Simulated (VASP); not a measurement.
The system is MoS2.

```
CELL_PARAMETERS angstrom
3.16900 0.00000 0.00000
-1.58450 2.74443 0.00000
0.00000 0.00000 12.32400
ATOMIC_POSITIONS crystal
Mo 0.33333 0.66667 0.25000
Mo 0.66667 0.33333 0.75000
S 0.33333 0.66667 0.62300
S 0.66667 0.33333 0.12300
S 0.33333 0.66667 0.87700
S 0.66667 0.33333 0.37700
```

- Program: VASP 6.6.1
- Task: relaxation of cell and atoms
- Functional: PBE
- Dispersion: D3(BJ)
- Potentials or basis: VASP PAW PBE potentials, release 64 (Mo_sv, S)
- Cutoff: 600 eV
- k mesh: 12 × 12 × 3
- Occupations: gaussian, width 0.01 eV
- Spin: no spin polarisation

At the start: pressure -2.0 GPa; volume 17.86 Å³/atom.

Q: Where does the relaxation end?

A: Over 28 steps the energy falls by 2.8 meV/atom and the volume is 17.30 Å³/atom (-3.2 %); space group P6_3/mmc (No. 194, to 0.05 Å).

The path:
```
step  energy change (eV)  largest force (eV/Å)  pressure (GPa)  volume (Å³)
   1              0.0000                0.0755           -2.03       107.18
   2              0.0157                0.5215            3.37       103.70
   3             -0.0089                0.1390           -0.07       105.87
   4             -0.0113                0.0553           -0.07       105.46
   5             -0.0114                0.0395           -0.08       105.38
   6             -0.0128                0.0399            0.00       105.12
   7             -0.0158                0.0399            0.21       104.34
   8             -0.0152                0.0391            0.69       102.77
   9             -0.0166                0.0447            0.29       103.86
  10             -0.0147                0.1245           -1.02       104.28
  11             -0.0168                0.0007           -0.04       103.97
  12             -0.0168                0.0024           -0.06       103.97
  13             -0.0169                0.0025           -0.09       103.93
  14             -0.0169                0.0002           -0.08       103.93
  15             -0.0169                0.0000           -0.09       103.94
  16             -0.0169                0.0274            0.16       103.74
  17             -0.0169                0.0113            0.01       103.86
  18             -0.0169                0.0040            0.00       103.80
  19             -0.0169                0.0003            0.01       103.77
  20             -0.0169                0.0024            0.04       103.78
  21             -0.0169                0.0038            0.05       103.79
  22             -0.0169                0.0107           -0.08       103.81
  23             -0.0169                0.0015           -0.01       103.80
  24             -0.0169                0.0023           -0.01       103.80
  25             -0.0169                0.0023           -0.01       103.79
  26             -0.0169                0.0067           -0.01       103.78
  27             -0.0169                0.0032            0.00       103.78
  28             -0.0169                0.0018           -0.01       103.79
```

Final structure:
```
CELL_PARAMETERS angstrom
3.14880 0.00000 0.00000
-1.57440 2.72694 0.00000
0.00000 0.00000 12.08707
ATOMIC_POSITIONS crystal
Mo 0.33333 0.66667 0.25000
Mo 0.66667 0.33333 0.75000
S 0.33333 0.66667 0.62052
S 0.66667 0.33333 0.12052
S 0.33333 0.66667 0.87948
S 0.66667 0.33333 0.37948
```
